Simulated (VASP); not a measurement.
# LuNiC2 with PBEsol + U: from relaxation to properties, part 5 of 11

What structure does LuNiC2 take at this level, and what are its properties? Left out of this account: 1 further run (optics: it diverged and was aborted). The start is a computed cell from the Materials Project.

VASP 6.6.1, plane waves and PAW; the level of theory is named at each step.

Still holding for the runs below: The data set Lu_3 holds the 4f electrons frozen in the core, so no f bands or f moments appear. The k-mesh is coarse for a metal. A U on the itinerant d states of such a compound is hard to justify; it moves the bands at the Fermi level.

So far. Step 5 (Magnetic order: antiferromagnetic, q = (1/2, 1/2, 0)): The energy lies +1.1 meV an atom from the first pattern, a difference of sampling, since both runs hold the same state. The moments fall under 0.1 μB, and the mesh shows no gap. Step 6 (The orders side by side): All patterns lost their moments. Runs that ended non-magnetic differ by up to 1.1 meV an atom among themselves, which is the error from the unlike meshes of the cells. The session goes on with moments started at or near zero.

### 7. Full relaxation (PBEsol + U)

This step: PBEsol, DFT+U (Ni d 4 eV), zero-moment start, 4f electrons in the core; plane waves and PAW (Lu_3, Ni, C) (VASP 6.6.1).

System of this step: LuNiC2. It takes space group Amm2 (No. 38, orthorhombic). The conventional cell has a = 3.448 Å, b = 4.457 Å, c = 5.914 Å, α = 90.00°, β = 90.00°, γ = 90.00°. Lu has 8 C at 2.56 to 2.60 Å nearest. Nearest to Ni lie 4 C at 1.91 to 1.96 Å. Nearest to C lie 1 C at 1.37 Å and 2 Ni at 1.91 to 1.96 Å and 4 Lu at 2.56 to 2.60 Å. Farther neighbours are not listed.

Properties are meant for the cell that this level of theory prefers, so cell and atoms are relaxed first (ISIF = 3) until forces and stress are small; EDIFFG sets the threshold.

Input file INCAR:

```
SYSTEM = LuNiC2
PREC = Accurate
ENCUT = 520
EDIFF = 1E-06
NELM = 100
ISMEAR = 0
SIGMA = 0.05
LREAL = .FALSE.
ALGO = Normal
GGA = PS
NBANDS = 21
ISPIN = 2
MAGMOM = -0 -0 -0 -0
LDAU = .TRUE.
LDAUTYPE = 2
LDAUL = -1 2 -1
LDAUU = 0 4 0
LDAUJ = 0 0 0
LDAUPRINT = 1
LASPH = .TRUE.
LMAXMIX = 4
LORBIT = 11
LWAVE = .FALSE.
LCHARG = .FALSE.
KPAR = 8
IBRION = 2
NSW = 60
ISIF = 3
EDIFFG = -0.01
```

Input file POSCAR:

```
LuNiC2
1.0
    3.4477031900      0.0000000000      0.0000000000
    0.0000000000      2.2283648400      2.9569991500
    0.0000000000     -2.2283648400      2.9569991500
Lu Ni C
1 1 2
Direct
    0.0000000000      0.9982328700      0.9982328700
    0.5000000000      0.3889052300      0.3889052300
    0.5000000000      0.8530720600      0.5447908500
    0.5000000000      0.5447908500      0.8530720600
```

Input file KPOINTS:

```
Automatic mesh
0
Gamma
6 6 6
0 0 0
```

The projector-augmented-wave data sets are Lu_3, Ni and C (PBE family, release 64).

The run is started by

```bash
> mpirun -np 8 vasp_std
```

Log:

```text
[banner, memory and clock lines left out]
running    8 mpi-ranks, on    1 nodes
 distrk:  each k-point on    1 cores,    8 groups
 distr:  one band on    1 cores,    1 groups

 POSCAR found type information on POSCAR LuNiC
 POSCAR found :  3 types and       4 ions
 [... a notice as in an earlier step ...]

 [... a notice as in an earlier step ...]

 LDA part: xc-table for (Slater+PW92), standard interpolation
 POSCAR, INCAR and KPOINTS ok, starting setup
 FFT: planning ... GRIDC
 FFT: planning ... GRID_SOFT
 FFT: planning ... GRID
 WAVECAR not read
 entering main loop
       N       E                     dE             d eps       ncg     rms          rms(c)
DAV:   1     0.131478678076E+03    0.13148E+03   -0.12238E+04  6512   0.152E+03
DAV:   2    -0.225644059642E+02   -0.15404E+03   -0.14714E+03  7091   0.526E+02
DAV:   3    -0.333758054518E+02   -0.10811E+02   -0.10644E+02  7209   0.112E+02
DAV:   4    -0.335964747120E+02   -0.22067E+00   -0.21983E+00  6687   0.118E+01
DAV:   5    -0.336005552618E+02   -0.40805E-02   -0.40739E-02  6041   0.155E+00    0.327E+01
DAV:   6    -0.373753441777E+02   -0.37748E+01   -0.14094E+02  7182   0.141E+02    0.316E+01
DAV:   7    -0.294865574399E+02    0.78888E+01   -0.22626E+01  6232   0.101E+02    0.135E+01
DAV:   8    -0.297202633146E+02   -0.23371E+00   -0.41775E+00  7648   0.227E+01    0.101E+01
DAV:   9    -0.296773498612E+02    0.42913E-01   -0.26372E+00  6477   0.227E+01    0.283E+00
DAV:  10    -0.296046368429E+02    0.72713E-01   -0.29737E-01  6752   0.870E+00    0.110E+00
DAV:  11    -0.296014442544E+02    0.31926E-02   -0.27476E-02  7762   0.200E+00    0.351E-01
DAV:  12    -0.296014881082E+02   -0.43854E-04   -0.22052E-03  6478   0.380E-01    0.542E-02
DAV:  13    -0.296014816264E+02    0.64818E-05   -0.97399E-05  7924   0.118E-01    0.622E-02
DAV:  14    -0.296014781982E+02    0.34283E-05   -0.21763E-05  6593   0.533E-02    0.267E-02
DAV:  15    -0.296014764789E+02    0.17192E-05   -0.53189E-06  3988   0.353E-02    0.711E-03
DAV:  16    -0.296014769656E+02   -0.48663E-06   -0.42189E-06  5782   0.204E-02
   1 F= -.29601477E+02 E0= -.29600299E+02  d E =-.296015E+02  mag=     0.0000
 curvature:   0.00 expect dE= 0.000E+00 dE for cont linesearch  0.000E+00
 trial: gam= 0.00000 g(F)=  0.433E-02 g(S)=  0.113E+00 ort = 0.000E+00 (trialstep = 0.100E+01)
 search vector abs. value=  0.117E+00
 bond charge predicted
       N       E                     dE             d eps       ncg     rms          rms(c)
DAV:   1    -0.309018165255E+02   -0.13003E+01   -0.19584E+01  5888   0.774E+01    0.127E+01
DAV:   2    -0.329357511457E+02   -0.20339E+01   -0.50748E+01  6470   0.101E+02    0.158E+01
DAV:   3    -0.296252263036E+02    0.33105E+01   -0.11090E+01  6056   0.729E+01    0.184E+00
DAV:   4    -0.296387933826E+02   -0.13567E-01   -0.10308E+00  7976   0.103E+01    0.182E+00
DAV:   5    -0.296122718674E+02    0.26522E-01   -0.14101E-01  7784   0.566E+00    0.735E-01
DAV:   6    -0.296117092664E+02    0.56260E-03   -0.66519E-03  7824   0.116E+00    0.445E-01
DAV:   7    -0.296117845346E+02   -0.75268E-04   -0.90591E-04  7334   0.259E-01    0.801E-02
DAV:   8    -0.296117569151E+02    0.27620E-04   -0.18927E-04  7574   0.184E-01    0.263E-02
DAV:   9    -0.296117557038E+02    0.12113E-05   -0.12295E-05  8382   0.406E-02    0.123E-02
DAV:  10    -0.296117539829E+02    0.17209E-05   -0.17436E-06  2804   0.264E-02    0.532E-03
DAV:  11    -0.296117536561E+02    0.32683E-06   -0.16765E-06  2979   0.220E-02
   2 F= -.29611754E+02 E0= -.29610902E+02  d E =-.102767E-01  mag=    -0.0000
[... from here on, the cycles between the ionic steps are left out ...]
   3 F= -.29635093E+02 E0= -.29634102E+02  d E =-.336156E-01  mag=     0.0000
   4 F= -.29626504E+02 E0= -.29625710E+02  d E =0.858895E-02  mag=     0.0000
   5 F= -.29637578E+02 E0= -.29636657E+02  d E =-.248543E-02  mag=    -0.0000
   6 F= -.29638920E+02 E0= -.29638122E+02  d E =-.134158E-02  mag=    -0.0000
   7 F= -.29638920E+02 E0= -.29638124E+02  d E =-.134216E-02  mag=     0.0000
   8 F= -.29639146E+02 E0= -.29638356E+02  d E =-.226377E-03  mag=    -0.0000
   9 F= -.29639148E+02 E0= -.29638358E+02  d E =-.227539E-03  mag=     0.0000
  10 F= -.29639049E+02 E0= -.29638261E+02  d E =0.988995E-04  mag=     0.0000
  11 F= -.29639133E+02 E0= -.29638344E+02  d E =0.144468E-04  mag=    -0.0000
  12 F= -.29639143E+02 E0= -.29638354E+02  d E =0.434854E-05  mag=    -0.0000
  13 F= -.29639146E+02 E0= -.29638356E+02  d E =0.154334E-05  mag=    -0.0000
  14 F= -.29639147E+02 E0= -.29638357E+02  d E =0.792141E-06  mag=     0.0000
  15 F= -.29639147E+02 E0= -.29638357E+02  d E =0.673637E-06  mag=    -0.0000
  16 F= -.29639147E+02 E0= -.29638358E+02  d E =0.374006E-06  mag=    -0.0000
  17 F= -.29639147E+02 E0= -.29638357E+02  d E =0.488862E-06  mag=     0.0000
  18 F= -.29639147E+02 E0= -.29638357E+02  d E =0.630261E-06  mag=     0.0000
  19 F= -.29639147E+02 E0= -.29638357E+02  d E =0.653435E-06  mag=     0.0000
  20 F= -.29639147E+02 E0= -.29638357E+02  d E =0.659104E-06  mag=     0.0000
 curvature:  -0.00 expect dE=-0.996E-07 dE for cont linesearch -0.103E-08
 ZBRENT: accuracy reached
 trial: gam= 0.12605 g(F)=  0.184E-04 g(S)=  0.736E-05 ort = 0.713E-05 (trialstep = 0.639E+00)
 search vector abs. value=  0.306E-04
 bond charge predicted
       N       E                     dE             d eps       ncg     rms          rms(c)
DAV:   1    -0.296391619056E+02   -0.14904E-04   -0.12341E-03  6930   0.654E-01    0.224E-02
DAV:   2    -0.296391628921E+02   -0.98653E-06   -0.49898E-05  6390   0.872E-02    0.157E-02
DAV:   3    -0.296391616905E+02    0.12017E-05   -0.22277E-05  6370   0.775E-02    0.112E-02
DAV:   4    -0.296391602477E+02    0.14428E-05   -0.36149E-06  2622   0.347E-02    0.147E-03
DAV:   5    -0.296391602925E+02   -0.44799E-07   -0.68630E-07  2244   0.181E-02
  21 F= -.29639160E+02 E0= -.29638378E+02  d E =-.132901E-04  mag=    -0.0000
 trial-energy change:   -0.000013  1 .order   -0.000014   -0.000017   -0.000010
 step:   1.6498(harm=  1.6498)  dis= 0.00105  next Energy=   -29.639169 (dE=-0.220E-04)
 reached required accuracy - stopping structural energy minimisation
```

The job ended after 1.9 min (8 MPI ranks of Intel Xeon 6975P-C (Granite Rapids), shared host; peak memory 2.1 GiB; 13 min of CPU time).

Parts of OUTCAR (step 7):

```text
   k-points           NKPTS =     52   k-points in BZ     NKDIM =     52   number of bands    NBANDS=     21

   NELECT =      27.0000    total number of electrons

atom =   2  type =  2  l = 2

 onsite density matrix

spin component  1

  0.8809  0.0000  0.0000  0.0000  0.0000
  0.0000  0.7617  0.0000  0.0000  0.0000
  0.0000  0.0000  0.8975  0.0000  0.0143
  0.0000  0.0000  0.0000  0.9320  0.0000
  0.0000  0.0000  0.0143  0.0000  0.8924

spin component  2

 occupancies and eigenvectors

  o =  0.7617  v =  0.0000  1.0000  0.0000  0.0000  0.0000  0.0000  0.0000  0.0000  0.0000  0.0000      0.0000  0.0000  0.0000  0.0000  0.0000  0.0000  0.0000  0.0000  0.0000  0.0000
  o =  0.7617  v =  0.0000  0.0000  0.0000  0.0000  0.0000  0.0000  1.0000  0.0000  0.0000  0.0000      0.0000  0.0000  0.0000  0.0000  0.0000  0.0000  0.0000  0.0000  0.0000  0.0000
  o =  0.8804  v =  0.0000  0.0000  0.0000  0.0000  0.0000  0.0000  0.0000 -0.6420  0.0000  0.7667      0.0000  0.0000  0.0000  0.0000  0.0000  0.0000  0.0000  0.0000  0.0000  0.0000
  o =  0.8804  v =  0.0000  0.0000 -0.6420  0.0000  0.7667  0.0000  0.0000  0.0000  0.0000  0.0000      0.0000  0.0000  0.0000  0.0000  0.0000  0.0000  0.0000  0.0000  0.0000  0.0000
  o =  0.8809  v =  0.0000  0.0000  0.0000  0.0000  0.0000  1.0000  0.0000  0.0000  0.0000  0.0000      0.0000  0.0000  0.0000  0.0000  0.0000  0.0000  0.0000  0.0000  0.0000  0.0000
  o =  0.8809  v =  1.0000  0.0000  0.0000  0.0000  0.0000  0.0000  0.0000  0.0000  0.0000  0.0000      0.0000  0.0000  0.0000  0.0000  0.0000  0.0000  0.0000  0.0000  0.0000  0.0000
  o =  0.9094  v =  0.0000  0.0000  0.7667  0.0000  0.6420  0.0000  0.0000  0.0000  0.0000  0.0000      0.0000  0.0000  0.0000  0.0000  0.0000  0.0000  0.0000  0.0000  0.0000  0.0000
  o =  0.9094  v =  0.0000  0.0000  0.0000  0.0000  0.0000  0.0000  0.0000 -0.7667  0.0000 -0.6420      0.0000  0.0000  0.0000  0.0000  0.0000  0.0000  0.0000  0.0000  0.0000  0.0000
  o =  0.9320  v =  0.0000  0.0000  0.0000  0.0000  0.0000  0.0000  0.0000  0.0000 -1.0000  0.0000      0.0000  0.0000  0.0000  0.0000  0.0000  0.0000  0.0000  0.0000  0.0000  0.0000
  o =  0.9320  v =  0.0000  0.0000  0.0000 -1.0000  0.0000  0.0000  0.0000  0.0000  0.0000  0.0000      0.0000  0.0000  0.0000  0.0000  0.0000  0.0000  0.0000  0.0000  0.0000  0.0000

 E-fermi :   7.0838

 spin component 1
 k-point     1 :       0.0000    0.0000    0.0000
  band No.  band energies     occupation
    ...
      9       3.0059      1.00000
     10       3.6469      1.00000
     11       3.9458      1.00000
     12       4.7170      1.00000
     13       5.3359      1.00000
     14       7.4199      0.00000
     15       7.4633      0.00000
     16       9.1908      0.00000
     17      11.2417      0.00000
     18      11.4487      0.00000
    ...

 k-point     2 :       0.1667    0.0000    0.0000
  band No.  band energies     occupation
    ...
      9       3.4927      1.00000
     10       3.5610      1.00000
     11       3.9970      1.00000
     12       4.4764      1.00000
     13       5.5087      1.00000
     14       7.1268      0.11178
     15       8.1494      0.00000
     16       8.3540      0.00000
     17      10.2631      0.00000
     18      12.3569      0.00000
    ...

  Total       -0.0096983     -0.0238162      0.0010744      0.0000000      0.0000000      0.0000000
  in kB       -0.3554822     -0.8729600      0.0393796      0.0000000      0.0000000      0.0000000
  external PRESSURE =      -0.3963542 kB  Pullay stress =       0.0000000 kB

 POSITION                                       TOTAL-FORCE (eV/Angst)
 -----------------------------------------------------------------------------------
      0.00000      0.00000      5.82938         0.000000     -0.000000      0.006827
      1.69116      0.00000      2.27781         0.000000     -0.000000      0.003198
      1.69116      0.68907      4.07490         0.000000      0.000489     -0.005013
      1.69116     -0.68907      4.07490         0.000000     -0.000489     -0.005013
 -----------------------------------------------------------------------------------
    total drift:                                0.000000     -0.000000     -0.001658

  FREE ENERGIE OF THE ION-ELECTRON SYSTEM (eV)
  ---------------------------------------------------
  free  energy   TOTEN  =       -29.6391602925 eV

  energy  without entropy=      -29.6375948064  energy(sigma->0) =      -29.63837755

 reached required accuracy - stopping structural energy minimisation

 magnetization (x)
# of ion       s       p       d       tot
------------------------------------------
    1        0.000  -0.000   0.000  -0.000
    2       -0.000   0.000   0.000   0.000
    3       -0.000  -0.000   0.000  -0.000
    4       -0.000  -0.000   0.000  -0.000
--------------------------------------------------
tot          0.000  -0.000   0.000  -0.000

[... 5 parts as in an earlier step ...]

[... 11 further parts left out ...]
```

CONTCAR:

```
LuNiC2
   1.00000000000000
     3.3823116440395711    0.0000000000000000    0.0000000000000000
     0.0000000000000000    2.2139071803532007    2.9186703620903982
     0.0000000000000000   -2.2139071803532007    2.9186703620903982
  Lu              Ni              C
     1     1     2
Direct
     0.0000000000000000    0.9986368301902334    0.9986368301902334
     0.5000000000000000    0.3902141072466956    0.3902141072466956
     0.5000000000000000    0.8536986526254471    0.5424514199376261
     0.5000000000000000    0.5424514199376261    0.8536986526254471
```

This run allows spin, but its moments start at zero, where symmetry between the spins tends to hold them, although Ni can carry a moment. Its electron count is odd, so without a moment it is a metal by construction. The run keeps the 4 symmetry operations of its start, so it cannot find a distortion of lower symmetry.

Step by step:

```csv
step,energy less that of the first step (eV),largest force (eV/Å),pressure (GPa),volume (Å³)
1,0.0000,0.1783,-6.15,45.44
2,-0.0103,0.4338,6.47,42.63
3,-0.0336,0.3114,0.34,43.87
4,-0.0250,0.9307,-0.71,43.63
5,-0.0361,0.1202,-0.07,43.79
6,-0.0374,0.0535,-0.02,43.73
7,-0.0374,0.0559,-0.02,43.73
8,-0.0377,0.0121,-0.04,43.71
9,-0.0377,0.0113,0.21,43.71
10,-0.0376,0.0240,-0.35,43.78
11,-0.0377,0.0120,-0.21,43.74
12,-0.0377,0.0104,-0.11,43.73
13,-0.0377,0.0116,-0.10,43.72
14,-0.0377,0.0116,-0.07,43.71
15,-0.0377,0.0116,-0.05,43.71
16,-0.0377,0.0130,0.15,43.71
17,-0.0377,0.0110,-0.16,43.71
18,-0.0377,0.0120,0.03,43.71
19,-0.0377,0.0115,-0.06,43.71
20,-0.0377,0.0115,-0.03,43.71
21,-0.0377,0.0068,-0.04,43.71
```

```
conventional cell, symmetrised  before  after  change
                         a (Å)   3.448  3.382  -1.9 %
                         b (Å)   4.457  4.428  -0.6 %
                         c (Å)   5.914  5.837  -1.3 %
              volume (Å³/atom)   11.36  10.93  -3.8 %
```

The relaxed structure:

```xyz
4
Lattice="3.3823 0.0000 0.0000 0.0000 2.2139 2.9187 0.0000 -2.2139 2.9187" Properties=species:S:1:pos:R:3 pbc="T T T"
Lu    0.0000    0.0000    5.8294
Ni    1.6912    0.0000    2.2778
C     1.6912    0.6891    4.0749
C     1.6912   -0.6891    4.0749
```

Numbers from this step:

```yaml
electrons: 27
bands: 21
irreducible_k_points: 52
symmetry_operations: 4
free_energy_toten: -29.64 eV
energy_at_zero_smearing: -29.64 eV
fermi_energy: 7.084 eV
pressure: -0.03964 GPa
scf_cycles_over_all_ionic_steps: 114
```

It ends with a largest force of 0.007 eV/Å and a pressure of -0.04 GPa.

[end of part 5 of 11]

[Lines on the potential files, build, host, timing and source positions are cut from VASP's logs without a mark.]

[Logs are printed without paths, hosts, clocks, repeated set-up lines and the standing remarks that a program may print on its own settings, such as how far it seeks lower states.]

[Hosts, paths, dates, database ids (printed as entryN), source tags and the programs' standing remarks are cut or masked in the printed files.]

[A measured line is paired with the nearest computed mode of its activity, which favours agreement.]

[In band tables of VASP the shares of atoms and orbitals are scaled to a sum of 1 inside the atoms' spheres.]
